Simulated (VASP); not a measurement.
Ag, 6 atoms in the cell. The cell holds a slab with vacuum, 6 atoms: a = 2.889 Å, b = 2.889 Å, c = 25.215 Å, α = 90.00°, β = 90.00°, γ = 90.00°.  The cell isn't the ideal one: the (1 0 0) slab of Ag, cut from the database cell, not relaxed.

```yaml
Program: VASP 6.6.1
Task: relaxation of the atoms
Functional: PBE
Dispersion: dDsC
Potentials_or_basis: VASP PAW PBE potentials, release 64 (Ag)
Cutoff: 520 eV
k_mesh: 9 × 9 × 1
Occupations: gaussian, width 0.05 eV
Spin: no spin polarisation
Dipole_correction: yes
Atoms_held_fixed_from_0: "[0, 1, 2]"
Further_INCAR_settings: ALGO = Fast; EDIFF = 1e-07; IBRION = 2; EDIFFG = -0.01; NSW = 40
```

Potentials or basis: VASP PAW PBE potentials, release 64 (Ag).

Run with:

```console
$ cat potpaw_PBE.64/Ag/POTCAR > POTCAR
$ mpirun -np 1 vasp_std > vasp.out
```

Hardware: 1 thread of Intel(R) Xeon(R) Platinum 8488C (Sapphire Rapids), on a shared host.

Estimate the wall time of this run.

It took 14 min on 1 thread of Intel(R) Xeon(R) Platinum 8488C (Sapphire Rapids), with other jobs on the host, peak memory 0.4 GiB. Counts: scf iterations 110, k points 15, ion steps 12.
